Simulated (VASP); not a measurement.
The system is Ca2TaO4.

```
Ca Ta O
1.0
     4.82879    0.00000    0.00000
     0.00000    4.82879    0.00000
     0.00000    0.00000    5.36177
Ca Ta O
2 1 4
Direct
  0.00000 0.50000 0.00000
  0.50000 0.00000 0.00000
  0.50000 0.50000 0.50000
  0.00000 0.50000 0.38599
  0.50000 0.00000 0.38599
  0.00000 0.50000 0.61401
  0.50000 0.00000 0.61401
```

The cell was built by a generator and needn't be a form met in nature.

| Quantity | Value |
| --- | --- |
| Program | VASP 6.6.1 |
| Task | relaxation of cell and atoms |
| Functional | PBE |
| Potentials or basis | VASP PAW PBE potentials, release 64 (Ca_sv, Ta_pv, O) |
| Cutoff | 520 eV |
| k mesh | 3 × 3 × 3 |
| Occupations | gaussian, width 0.15 eV |
| Spin | no spin polarisation |

At the start: pressure 11.0 GPa; volume 17.86 Å³/atom.

**Question.** How do energy, volume and symmetry change on relaxing?

**Answer.** Over 13 steps the energy falls by 1152.6 meV/atom and the volume is 13.28 Å³/atom (-25.6 %); space group P4/mmm (No. 123, to 0.05 Å).

Step by step:
```csv
step,energy change (eV),largest force (eV/Å),pressure (GPa),volume (Å³)
1,0.0000,9.9503,11.01,125.02
2,7.4275,3.4017,-6.64,145.34
3,-3.3845,1.7845,-11.39,140.50
4,-3.4759,1.5190,-11.02,139.53
5,-3.5250,0.9979,-10.27,137.97
6,-6.4990,0.0208,-13.87,117.35
7,-7.6707,0.2053,-11.02,99.09
8,-7.6606,0.1074,-11.90,101.96
9,-7.1604,0.2639,27.15,81.18
10,-8.0646,0.0586,-0.43,92.94
11,-8.0652,0.0636,-0.02,92.68
12,-8.0652,0.0660,0.25,92.50
13,-8.0682,0.0098,0.11,92.96
```

Final structure:
```
Ca Ta O
1.0
     3.77463    0.00000    0.00000
     0.00000    3.77463    0.00000
     0.00000    0.00000    6.52453
Ca Ta O
2 1 4
Direct
  0.00000 0.50000 0.00000
  0.50000 0.00000 0.00000
  0.50000 0.50000 0.50000
  0.00000 0.50000 0.32177
  0.50000 0.00000 0.32177
  0.00000 0.50000 0.67823
  0.50000 0.00000 0.67823
```

Caveat: the k mesh is coarse (spacing up to 0.43 Å⁻¹), so the values aren't converged; the standard files for N, O and F lose accuracy on very short bonds; the volume moved by over 15 % at a fixed basis, so the end points are rough; an odd number of electrons without spin polarisation forces a metal; a magnetic or distorted state may lie lower; the relaxation stopped at a loose force limit of 0.08 eV/Å, so its end isn't a converged minimum.
